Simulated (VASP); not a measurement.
An input for Ansatz (written as the equivalent of a VASP run, and not itself run):

Ansatz 0.2 input:
```yaml
crystal:
  lattice:
    - [2.8373076, 0.0000000, 0.0000000]
    - [0.0000000, 2.8373076, 0.0000000]
    - [0.0000000, 0.0000000, 2.8373076]
  atoms:
    - { symbol: Ga, position: [0.5000000, 0.5000000, 0.5000000] }
    - { symbol: Co, position: [0.0000000, 0.0000000, 0.0000000] }
kpoints:
  mp_grid: { grid: [13, 13, 13] }
hamiltonian:
  xc: pbesol
  pseudopotentials: { kind: paw }
scf:
  occupations: { method: methfessel_paxton, width: 0.1 }
  max_iter: 100
relax:
  max_steps: 40
  f_tol: 0.02
  cell: {}
output: { forces: true, stress: true, eigenvalues: true }
```

Task: Translate this input to VASP (INCAR, KPOINTS, POSCAR, choice of POTCAR).

Result: Several could match; the one computed here: 
File KPOINTS:
```
Automatic mesh
0
Gamma
13 13 13
0 0 0
```

**INCAR**
```
! general
SYSTEM =CoGa
PREC   =Accurate
ENCUT  =500
LREAL  =F
LASPH  =T   ! aspherical one-centre terms

! electronic loop
EDIFF  =1E-6
NELM   =100   ! most electronic steps
ALGO   =Normal
LMAXMIX=4   ! l cut-off of mixed one-centre charges

! smearing
ISMEAR =1   ! Methfessel-Paxton
SIGMA  =0.1   ! width (eV)

! functional
GGA    =PS

! ions
IBRION =2   ! conjugate gradients
NSW    =40   ! most ionic steps
ISIF   =3   ! ions, shape and volume
EDIFFG =-0.02   ! ionic stop

! output
LWAVE  =F
LCHARG =F
```

File POSCAR:
```
CoGa
1
    2.8373076076     0.0000000000    -0.0000000000
   -0.0000000000     2.8373076076    -0.0000000000
    0.0000000000     0.0000000000     2.8373076076
Ga Co
1 1
Direct
  0.5000000000   0.5000000000   0.5000000000
  0.0000000000   0.0000000000   0.0000000000
```

POTCAR, in this order: Ga_d Co (PBE.64 set). Program: vasp_std.

What does not carry over: each code has its own PAW files, so the cut-off isn't converted (ENCUT is set for VASP's; basis.ecutwfc is left out, and Ansatz then takes the one that its files recommend); Ansatz stops its SCF on the density residual and VASP on the energy change (EDIFF).

The compound is CoGa in the CsCl type structure. This run relaxes it. Symmetry was kept, so distortions that lower it aren't found.
